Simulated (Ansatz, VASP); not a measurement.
# Cross-check of Ni between VASP and Ansatz

Aim: how closely do two programs agree when they are given the same cell, functional and k mesh?

Main program and level: Ansatz 0.2.0; plane waves, with VASP 6.6.1 beside it; single point at PBEsol.

**1. The starting structure**

It takes space group Fm-3m (No. 225, cubic). Conventional cell: a = 3.461 Å, b = 3.461 Å, c = 3.461 Å, α = 90.00°, β = 90.00°, γ = 90.00°. Nearest to Ni lie 12 Ni at 2.45 Å.

**2. VASP: single point, PBEsol**

A single point gives forces, pressure and levels at one fixed geometry, so differences don't come from the geometry; what else differs is listed under the comparison.

Lines of VASP's logs that name or quote its potential files are left out, and so is its time.

INCAR reads:

```
SYSTEM = Ni
PREC = Accurate
ENCUT = 450
EDIFF = 1E-08
NELM = 100
ISMEAR = -1
SIGMA = 0.025
LREAL = .FALSE.
ALGO = Normal
GGA = PS
NBANDS = 13
ISPIN = 2
MAGMOM = 1.5
LASPH = .TRUE.
LMAXMIX = 4
LORBIT = 11
LWAVE = .FALSE.
LCHARG = .FALSE.
KPAR = 2
ISIF = 2
```

POSCAR reads:

```
Ni
1.0
    0.0000000000      1.7304310307      1.7304310307
    1.7304310307      0.0000000000      1.7304310307
    1.7304310307      1.7304310307      0.0000000000
Ni
1
Direct
    0.0000000000      0.0000000000      0.0000000000
```

KPOINTS reads:

```
Automatic mesh
0
Gamma
38 38 38
0 0 0
```

Potentials, in the order of the species: Ni (PBE family, release 64).

Started as:

```
$ mpirun -np 2 vasp_std
```

Numbers of over 12 decimals in the logs are rounded to 6 here.

The program printed:

```text
[banner, memory and clock lines left out]
running    2 mpi-ranks, on    1 nodes
 distrk:  each k-point on    1 cores,    2 groups
 distr:  one band on    1 cores,    1 groups

 POSCAR found type information on POSCAR Ni
 POSCAR found :  1 types and       1 ions
|                                                                             |
|               ----> ADVICE to this user running VASP <----                  |
|                                                                             |
|     You enforced a specific xc type in the INCAR file but a different       |
|     [... a line on the potential file left out ...]
|     I HOPE YOU KNOW WHAT YOU ARE DOING!                                     |
|                                                                             |

 LDA part: xc-table for (Slater+PW92), standard interpolation
 POSCAR, INCAR and KPOINTS ok, starting setup
 FFT: planning ... GRIDC
 FFT: planning ... GRID_SOFT
 FFT: planning ... GRID
 WAVECAR not read
 entering main loop
       N       E                     dE             d eps       ncg     rms          rms(c)
DAV:   1     0.284626375156E+02    0.28463E+02   -0.39951E+03 79314   0.895E+02
DAV:   2    -0.621934761577E+01   -0.34682E+02   -0.32358E+02 82575   0.159E+02
DAV:   3    -0.727879407443E+01   -0.10594E+01   -0.10539E+01 87771   0.299E+01
DAV:   4    -0.728626906242E+01   -0.74750E-02   -0.74736E-02 87233   0.226E+00
DAV:   5    -0.728639295807E+01   -0.12390E-03   -0.12389E-03 89806   0.270E-01    0.115E+01
DAV:   6    -0.649620437334E+01    0.79019E+00   -0.14963E+01101141   0.499E+01    0.597E+00
DAV:   7    -0.615757266371E+01    0.33863E+00   -0.25293E+00 99144   0.184E+01    0.195E+00
DAV:   8    -0.614095363109E+01    0.16619E-01   -0.22084E-02 94465   0.111E+00    0.101E+00
DAV:   9    -0.613778580249E+01    0.31678E-02   -0.17637E-03119058   0.273E-01    0.317E-01
DAV:  10    -0.613688531106E+01    0.90049E-03   -0.89229E-04117249   0.175E-01    0.369E-02
DAV:  11    -0.613687440221E+01    0.10909E-04   -0.20542E-05 95519   0.353E-02    0.245E-02
DAV:  12    -0.613687586723E+01   -0.14650E-05   -0.56478E-06111878   0.145E-02    0.809E-03
DAV:  13    -0.613687555208E+01    0.31516E-06   -0.80170E-08 91879   0.332E-03    0.249E-03
DAV:  14    -0.613687565942E+01   -0.10735E-06   -0.47866E-08 74542   0.246E-03    0.498E-04
DAV:  15    -0.613687562145E+01    0.37970E-07   -0.80145E-09 52630   0.745E-04    0.530E-04
DAV:  16    -0.613687561920E+01    0.22533E-08   -0.66474E-10 42505   0.266E-04
   1 F= -.61368756E+01 E0= -.61350883E+01  d E =-.357469E-02  mag=     0.6098
```

OUTCAR, selected parts (step 2):

```text
ion  position               nearest neighbor table
   1  0.000  0.000  0.000-

  LATTYP: Found a face centered cubic cell.
 ALAT       =     3.4608620614

 Subroutine GETGRP returns: Found 48 space group operations
 (whereof 48 operations were pure point group operations)

The static configuration has the point symmetry O_h .

 Found   1440 irreducible k-points:

   k-points           NKPTS =   1440   k-points in BZ     NKDIM =   1440   number of bands    NBANDS=     13

   dimension x,y,z NGX =    18 NGY =   18 NGZ =   18
   dimension x,y,z NGXF=    36 NGYF=   36 NGZF=   36

   ENCUT  =  450.0 eV  33.07 Ry    5.75 a.u.   4.23  4.23  4.23*2*pi/ulx,y,z

   NELECT =      10.0000    total number of electrons

 k-points in reciprocal lattice and weights: Automatic mesh
   0.00000000  0.00000000  0.00000000       0.000
   0.02631579  0.00000000  0.00000000       0.000
   0.05263158  0.00000000  0.00000000       0.000
   0.07894737  0.00000000  0.00000000       0.000
   0.10526316  0.00000000  0.00000000       0.000
   0.13157895  0.00000000  0.00000000       0.000
   0.15789474  0.00000000  0.00000000       0.000
   0.18421053  0.00000000  0.00000000       0.000
   0.21052632  0.00000000  0.00000000       0.000
[...]
-0.26315789  0.47368421  0.23684211       0.000
  -0.26315789  0.50000000  0.23684211       0.000

 average (electrostatic) potential at core
       1 -81.2678

 E-fermi :   9.8970

 spin component 1
 k-point     1 :       0.0000    0.0000    0.0000
  band No.  band energies     occupation
    ...
      2       7.3450      1.00000
      3       7.3450      1.00000
      4       7.3450      1.00000
      5       8.6017      1.00000
      6       8.6017      1.00000
      7      34.0030      0.00000
      8      38.2260      0.00000
      9      38.2260      0.00000
     10      38.2260      0.00000
     11      41.3133      0.00000
    ...

 k-point     2 :       0.0263    0.0000    0.0000
  band No.  band energies     occupation
    ...
      2       7.3371      1.00000
      3       7.3517      1.00000
      4       7.3517      1.00000
      5       8.5986      1.00000
      6       8.5986      1.00000
      7      33.9396      0.00000
      8      37.7056      0.00000
      9      38.1547      0.00000
     10      38.1547      0.00000
     11      41.4158      0.00000
    ...

 k-point     3 :       0.0526    0.0000    0.0000
  band No.  band energies     occupation
    ...
      2       7.3141      1.00000
      3       7.3712      1.00000
      4       7.3712      1.00000
      5       8.5901      1.00000
      6       8.5901      1.00000
      7      33.7001      0.00000
      8      36.7237      0.00000
      9      37.9674      0.00000
     10      37.9674      0.00000
     11      41.6940      0.00000
    ...

 k-point     4 :       0.0789    0.0000    0.0000
  band No.  band energies     occupation
    ...
      2       7.2774      1.00000
      3       7.4021      1.00000
      4       7.4021      1.00000
      5       8.5777      1.00000
      6       8.5777      1.00000
      7      33.1344      0.00000
      8      35.8775      0.00000
      9      37.7138      0.00000
     10      37.7138      0.00000
     11      42.0842      0.00000
    ...

 k-point     5 :       0.1053    0.0000    0.0000
  band No.  band energies     occupation
    ...
      2       7.2296      1.00000
      3       7.4415      1.00000
      4       7.4415      1.00000
      5       8.5640      1.00000
      6       8.5640      1.00000
      7      32.1570      0.00000
      8      35.3755      0.00000
      9      37.4342      0.00000
     10      37.4342      0.00000
     11      42.4155      0.00000
    ...

 k-point     6 :       0.1316    0.0000    0.0000
  band No.  band energies     occupation
    ...
      2       7.1741      1.00000
      3       7.4852      1.00000
      4       7.4852      1.00000
      5       8.5532      1.00000
      6       8.5532      1.00000
      7      30.9156      0.00000
      8      35.1023      0.00000
      9      37.1534      0.00000
     10      37.1534      0.00000
     11      42.3781      0.00000
    ...

  Total        0.0034820      0.0034820      0.0034820      0.0000000      0.0000000     -0.0000000
  in kB        0.5383309      0.5383309      0.5383309      0.0000000      0.0000000     -0.0000000
  external PRESSURE =       0.5383309 kB  Pullay stress =       0.0000000 kB

  energy-cutoff  :      450.00
  volume of cell :       10.36
      direct lattice vectors                 reciprocal lattice vectors
     0.000000000  1.730431031  1.730431031    -0.288945350  0.288945350  0.288945350
     1.730431031  0.000000000  1.730431031     0.288945350 -0.288945350  0.288945350
     1.730431031  1.730431031  0.000000000     0.288945350  0.288945350 -0.288945350

 POSITION                                       TOTAL-FORCE (eV/Angst)
 -----------------------------------------------------------------------------------
      0.00000      0.00000      0.00000        -0.000000     -0.000000     -0.000000
 -----------------------------------------------------------------------------------
    total drift:                               -0.000000     -0.000000     -0.000000

  FREE ENERGIE OF THE ION-ELECTRON SYSTEM (eV)
  ---------------------------------------------------
  free  energy   TOTEN  =        -6.1368756192 eV

  energy  without entropy=       -6.1333009275  energy(sigma->0) =       -6.13508827

 total charge
# of ion       s       p       d       tot
------------------------------------------
    1        0.522   0.548   8.335   9.404

 magnetization (x)
# of ion       s       p       d       tot
------------------------------------------
    1       -0.006  -0.024   0.645   0.615

[... 6 further parts left out ...]
```

The cell holds one magnetic atom, so no antiferromagnetic order fits into it.

**3. Ansatz: single point, PBEsol**

Ansatz runs on its default PAW (the set named soft_2) files.

The same cell, functional, mesh and smearing now go to Ansatz, which takes its cutoff from its data sets.

input.yaml reads:

```yaml
crystal:
  lattice:
    - [0.0, 1.7304310307, 1.7304310307]
    - [1.7304310307, 0.0, 1.7304310307]
    - [1.7304310307, 1.7304310307, 0.0]
  atoms:
    - { symbol: Ni, position: [0.0, 0.0, 0.0], spin: 1.5 }
hamiltonian:
  xc: pbesol
  pseudopotentials: { kind: paw }
magnetization:
  spin_polarized: true
kpoints:
  mp_grid: { grid: [38, 38, 38] }
scf:
  occupations: { method: fermi_dirac, width: 0.025 }
  n_extra_bands: 6
output:
  forces: true
  stress: true
  eigenvalues: true
  write_density: true
  write_potential: true
  elf: true
  volumetric_format: npy
```

Started as:

```
$ ansatz run input.yaml --threads 2 --pin off --max-ram 4608MiB --backend cpu --events-out ev --progress --plain --runs-dir out
```

The program printed:

```text
scf.n_extra_bands = 6 over 9 filled bands (N_el = 18.0): the run solves 15 bands
Engine: ansatz 0.2.0, aarch64-unknown-linux-gnu
Pseudopotentials: kind: paw
Pseudopotential: Ni, paw, valence charge 18, recommended cutoff 420 eV (normal), Ni.paw.azcp
Functional definition: PBEsol
  exchange = pbesol_x
  correlation = pbesol_c
Crystal: 1 atoms, lattice volume = 10.363 Å³
Basis set: ecut = 420 eV, 181 PW (Γ), exchange–correlation on 36×36×36 points (8 copies of the dense FFT grid, shifted against one another)
Bands: 15, of which v1, the nominal top of the filled ones, is band 9 counted from 1 (8 counted from 0)
Symmetry: 48 space group operations
Space group: Fm-3m (ITA 225), of the structure as read, at distance tolerance 2.2e-5 Å
Magnetic group: BNS 225.116 (UNI 1618), of the structure as read, at distance tolerance 2.2e-5 Å
k-points: 1440 of 54872
Non-local potential: Ni, projectors of the file, l = 0: 3, l = 1: 2, l = 2: 3, l = 3: 1
PAW form: soft (Blöchl's): semilocal exchange-correlation on the pseudo side does not see the compensation charge
PAW frozen core: Ni, regenerated for the run's functional, and the local potential with it (the file was generated under x = pbe(κ = 0.804, μ = 0.219515), c = pbe(β = 0.066725))
PAW one-centre angular grid: Ni, 590 points (default); XC on 64 Gauss nodes
Initial density: superposition of atomic densities (chi_scale 0.1, normalization cell)
Starting moments: Σ|m| = 1.5 μB on 1 of 1 site
Initial wavefunctions: pseudopotential atomic-orbital guess
Functional: x = pbesol(κ = 0.804, μ = 0.123457), c = pbesol(β = 0.046)
SCF iter   1: F=—  HF=-5804.439720 eV  |F-HF|=—  |Δ(HF+E_count)|=         —  Δρ=1.32e-1 (↑1.32e-1 ↓3.73e-2)  dr2=1.26e0  dr2_m=4.06e-1  M=0.887 μB ∫|m|=0.947 μB  β_m=0.30  ethr=3.10e-3  ⟨swp⟩=6.0  Hψ=212244  notcnv=0
Mixer restart at iter 1: flushing history
preconditioner: auto → none  [metal: Δε(μ)=0.000 eV  Ē_g=18.953 eV  σ=0.025 eV  W_gap=0.00  n_scr=0 (ndim 8)  ℏωp=36.5 eV  f_vac=0.000  D(μ)=1.36/eV (n_scr^D=14)]
SCF iter   2: F=—  HF=-5804.082519 eV  |F-HF|=—  |Δ(HF+E_count)|=   3.57e-1  Δρ=1.10e-1 (↑2.99e-2 ↓1.10e-1)  dr2=4.51e-1  dr2_m=3.95e-1  M=0.770 μB ∫|m|=0.826 μB  β_m=0.28  ethr=3.10e-3  ⟨swp⟩=3.0  Hψ=100476  notcnv=0  defer=3675
SCF iter   3: F=—  HF=-5804.342344 eV  |F-HF|=—  |Δ(HF+E_count)|=   2.60e-1  Δρ=5.89e-2 (↑4.38e-2 ↓5.89e-2)  dr2=1.27e-2  dr2_m=2.46e-1  M=0.770 μB ∫|m|=0.832 μB  β_m=0.14  ethr=2.51e-3  ⟨swp⟩=2.3  Hψ=71281  notcnv=0  defer=3683
SCF iter   4: F=—  HF=-5804.584308 eV  |F-HF|=—  |Δ(HF+E_count)|=   2.42e-1  Δρ=4.45e-2 (↑4.00e-2 ↓4.45e-2)  dr2=1.75e-3  dr2_m=1.67e-1  M=0.734 μB ∫|m|=0.801 μB  β_m=0.18  ethr=7.05e-5  ⟨swp⟩=2.8  Hψ=89453  notcnv=0  defer=3742
SCF iter   5: F=—  HF=-5804.854159 eV  |F-HF|=—  |Δ(HF+E_count)|=   2.70e-1  Δρ=2.60e-2 (↑2.60e-2 ↓1.88e-2)  dr2=2.99e-3  dr2_m=4.69e-2  M=0.694 μB ∫|m|=0.767 μB  β_m=0.42  ethr=9.72e-6  ⟨swp⟩=3.0  Hψ=97960  notcnv=0  defer=3741
SCF iter   6: F=—  HF=-5804.975926 eV  |F-HF|=—  |Δ(HF+E_count)|=   1.22e-1  Δρ=6.45e-3 (↑6.45e-3 ↓1.61e-3)  dr2=3.43e-3  dr2_m=7.87e-4  M=0.617 μB ∫|m|=0.696 μB  β_m=0.40  ethr=9.72e-6  ⟨swp⟩=2.6  Hψ=82817  notcnv=0  defer=3750
SCF iter   7: F=—  HF=-5804.974065 eV  |F-HF|=—  |Δ(HF+E_count)|=   1.86e-3  Δρ=1.74e-3 (↑1.74e-3 ↓7.24e-4)  dr2=3.44e-4  dr2_m=2.58e-5  M=0.629 μB ∫|m|=0.707 μB  β_m=0.70  ethr=9.72e-6  ⟨swp⟩=1.0  Hψ=46712  notcnv=0  defer=3750
SCF iter   8: F=—  HF=-5804.974774 eV  |F-HF|=—  |Δ(HF+E_count)|=   7.09e-4  Δρ=1.49e-3 (↑4.01e-4 ↓1.49e-3)  dr2=9.18e-5  dr2_m=7.73e-5  M=0.627 μB ∫|m|=0.706 μB  β_m=0.65  ethr=1.91e-6  ⟨swp⟩=1.7  Hψ=50402  notcnv=0  defer=3750
SCF iter   9: F=—  HF=-5804.974920 eV  |F-HF|=—  |Δ(HF+E_count)|=   1.46e-4  Δρ=2.63e-4 (↑9.87e-5 ↓2.63e-4)  dr2=1.93e-6  dr2_m=2.96e-6  M=0.625 μB ∫|m|=0.704 μB  β_m=0.83  ethr=5.10e-7  ⟨swp⟩=2.2  Hψ=54592  notcnv=0  defer=3750
SCF iter  10: F=—  HF=-5804.974923 eV  |F-HF|=—  |Δ(HF+E_count)|=   2.45e-6  Δρ=6.26e-5 (↑3.94e-5 ↓6.26e-5)  dr2=6.09e-7  dr2_m=1.80e-8  M=0.625 μB ∫|m|=0.704 μB  β_m=0.91  ethr=1.07e-8  ⟨swp⟩=1.8  Hψ=52971  notcnv=0  defer=3760
SCF iter  11: F=—  HF=-5804.974923 eV  |F-HF|=—  |Δ(HF+E_count)|=   1.87e-7  Δρ=8.17e-6 (↑1.53e-6 ↓8.17e-6)  dr2=3.37e-9  dr2_m=1.88e-9  M=0.625 μB ∫|m|=0.704 μB  β_m=0.96  ethr=3.38e-9  ⟨swp⟩=2.2  Hψ=54533  notcnv=0  defer=3760
SCF iter  12: F=-5804.974923 eV  HF=-5804.974923 eV  |F-HF|=3.72e-10  |Δ(HF+E_count)|=  5.57e-10  Δρ=2.18e-6 (↑7.38e-7 ↓2.18e-6)  dr2=4.91e-10  dr2_m=6.04e-11  M=0.625 μB ∫|m|=0.704 μB  ethr=1.87e-11  ⟨swp⟩=8.0  Hψ=238603  notcnv=0
SCF 1 converged in 12 iterations: F = -5804.974923 eV  dr2 = 4.91e-10
  greatest PAW one-centre occupation: 1.001 electrons in one spin orbital (limit 2), on the Ni atom at site 0 (counted from 0), in its partial waves of l = 1
SCF converged after 12 iterations
Magnetization: 0.6249 μB (9.3124 up, 8.6876 down)
Absolute magnetization: 0.7049 μB (∫|ρ↑−ρ↓|, with the PAW one-centre terms)
Spin contamination: 0.0056 ħ² per cell (⟨S²⟩ above its minimum at these occupations)
Per-site moments (μB) at R_I (Å): [(0.659273, 1.009470)]
Free energy (F): -5804.974923 eV
Harris-Foulkes:  -5804.974923 eV  (|F-HF|=3.72e-10)
Internal energy: -5804.971400 eV  (E = F + TS)
E sigma→0 (E₀):  -5804.973161 eV
Entropy (-TS):   -0.003522 eV (-3.522 meV/atom)
Fermi energy:    19.144188 eV
--- Per-component energies (eV) ---
  E_band       = -267.627488
  E_kinetic    = 283.261320
  E_local      = -3354.738519  (includes V_loc(G=0)·N_el)
  E_nonlocal   = 635.767570
  E_hartree    = 1399.912296
  E_xc         = -84.927300
  E_vxc        = -109.925854  (∫ρ·V_xc dr)
  E_paw        = -1594.086483  (= ΣΔE_a)
  E_vpaw       = -521.818746  (= ΣTr[D̂ρ^β])
  E_aug_tail   = 0.000475  (compensation charges beyond the density's cutoff)
  E_ewald      = -3090.358049
  E_core_change = 0.197289  (= ΣΔE_core)
  E_smearing   = -0.003522  (= −TS)
  E_closure    = 0.000000  (closes the sum)
  Σ components = -5804.974923   (vs F -5804.974923, Δ=0.00e0)
--- Forces (eV/Å), atoms counted from 1 ---
  atom   1  Ni    -0.00000000     0.00000000    -0.00000000
  max |Σ_I F_I| component: 5.75e-32 eV/Å
--- Stress (GPa, compression-positive) ---
        0.376142      -0.000000       0.000000
        0.000000       0.376142       0.000000
       -0.000000       0.000000       0.376142
  P = ⅓ Tr σ = 0.3761 GPa (3.761 kbar)
--- Band table (eV; the first three rows and the last of 2880) ---
  k-point 0 ↑: bands = [... 5 lower, 16.5522, 16.5522, 16.5522, 17.8231, 17.8231, 42.9741, 47.3140, 47.3140, ... 2 higher]
  k-point 1 ↑: bands = [... 5 lower, 16.5443, 16.5590, 16.5590, 17.8200, 17.8200, 42.9106, 46.7710, 47.2327, ... 2 higher]
  k-point 2 ↑: bands = [... 5 lower, 16.5210, 16.5788, 16.5788, 17.8114, 17.8114, 42.6733, 45.7807, 47.0242, ... 2 higher]
  k-point 1439 ↓: bands = [... 5 lower, 16.2987, 16.5592, 18.3389, 19.5446, 26.8461, 27.6567, 29.5399, 30.7987, ... 2 higher]
```

The job ended after 48 s (2 threads of Arm Neoverse N1, shared host; peak memory 0.68 GiB; 92 s of CPU time).

The column dr2 measures how far the density is from self-consistency, as an energy; F and HF (Harris–Foulkes) agree once it is small.

The run ends at a pressure of 0.38 GPa.

**4. Side by side**

Known differences besides the potentials themselves: the data sets hold 18 valence electrons in Ansatz (default PAW (the set named soft_2) files) and 10 in VASP; the cutoff is 420 eV in Ansatz and 450 eV in VASP; Ansatz makes its cores anew for this functional, VASP keeps those of its PBE data sets; site moments are counted in spheres of each program's own size. Total energies have different zeros and are not compared.

The two programs side by side:

| quantity | Ansatz | VASP | difference |
| --- | --- | --- | --- |
| pressure (GPa) | 0.38 | 0.05 | +0.32 |
| pressure without Ansatz's Pulay correction (GPa) | 0.32 | 0.05 | +0.27 |
| total moment (μB) | 0.62 | 0.61 | +0.02 |
| moment on Ni1 (μB) | 0.66 | 0.61 | +0.04 |

Ansatz's pressure holds a Pulay correction of 0.06 GPa; VASP's holds none.

**5. Outcome**

- difference in total moment (single point, PBEsol): 0.015 μB

**Reading.** The difference in total moment is 0.015 μB (single point, PBEsol). 1 further run of this series is not shown here. How closely two codes agree says nothing of how well the functional describes the real material.

[Lines on the potential files, build, host, timing and source positions are cut from VASP's logs without a mark.]

[Logs are printed without paths, hosts, clocks, repeated set-up lines and the standing remarks that a program may print on its own settings, such as how far it seeks lower states.]

[Hosts, paths, dates, database ids (printed as entryN), source tags and the programs' standing remarks are cut or masked in the printed files.]
